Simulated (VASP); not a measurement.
The system is YbB2.

```
CELL_PARAMETERS angstrom
3.25030 0.00000 0.00000
-1.62515 2.81484 0.00000
0.00000 0.00000 3.73150
ATOMIC_POSITIONS crystal
Yb 0.00000 0.00000 0.00000
B 0.33333 0.66667 0.50000
B 0.66667 0.33333 0.50000
```

Base run:

- Program: VASP 6.6.1
- Functional: PBE
- Potentials or basis: VASP PAW PBE potentials, release 64 (Yb, B)
- Cutoff: 520 eV
- k mesh: 10 × 10 × 7
- Occupations: methfessel-paxton, width 0.3 eV
- Spin: no spin polarisation

Its results: band gap on the k mesh none (metal or under the smearing width); pressure 1.7 GPa.

**Question.** The run is repeated on the same cell with these changes: occupations from methfessel-paxton, width 0.3 eV to methfessel-paxton, width 0.05 eV; further incar settings from ALGO = Normal; EDIFF = 1e-06; NBANDS = 22 to ALGO = Normal; EDIFF = 1e-07; NBANDS = 22. What comes out?

**Answer.** Band gap on the k mesh none (metal or under the smearing width); pressure 2.5 GPa.

Caveats: without U or exact exchange the open f shell lies at the Fermi level, which spoils levels, moments and volumes.

Not every run made on this cell is shown here.
